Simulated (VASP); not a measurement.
Here is the system:

```
C
1.0
    2.46533     0.00000     0.00000
   -1.23267     2.13504     0.00000
    0.00000     0.00000    15.87148
C
2
Direct
  0.00000   0.00000   0.50000
  0.66667   0.33333   0.50000
```

Level of theory: optB88-vdW, VASP's PBE PAW potentials (set 64) (plane waves; VASP 6.6.1). Numerical set-up: PREC = Normal, EDIFF = 1E-5, 500 eV cut-off, 24×24×1 Γ-centred mesh, first-order Methfessel-Paxton smearing of 0.10 eV, potentials C.

Q: What does the run give for the energy per atom (σ→0), band gap (on the k-mesh) with the smallest direct gap where there is one?

A: 
```json
{
 "band gap (on the k-mesh)": "none (metal, semimetal or under 0.01 eV)",
 "energy per atom (σ→0)": "-7.959 eV/atom"
}
```

Total energies compare only between runs with the same potentials, cut-off and functional.

The cell is a sheet with vacuum, built from C (graphite).
